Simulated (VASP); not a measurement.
Data:

```yaml
crystal:
  lattice:
    - [0.00000, 3.06468, 3.06468]
    - [3.06468, 0.00000, 3.06468]
    - [3.06468, 3.06468, 0.00000]
  atoms:
    - { symbol: In, position: [0.00000, 0.00000, 0.00000] }
    - { symbol: As, position: [0.25000, 0.25000, 0.25000] }
```

These are RPBE GGA, VASP's PBE PAW potentials (set 64) (plane waves; VASP) values and carry that method's errors. Numerical set-up: 520 eV cut-off, 10×10×10 Γ-centred mesh, first-order Methfessel-Paxton smearing of 0.10 eV, potentials In_d As.

Unless said otherwise, spin-orbit coupling is left out, though it shifts the bands of the heavy elements here.

Estimate the energy per atom (σ→0), pressure, band gap (on the k-mesh) with the smallest direct gap where there is one.

- band gap (on the k-mesh) = none (metal, semimetal or under 0.01 eV)
- energy per atom (σ→0) = -3.510 eV/atom
- pressure = 3.13 GPa

Only differences to runs with the same potentials and settings are physical.

The compound is InAs in the zinc blende structure. This cell is one point of a volume scan, at 0.94 of the reference volume.
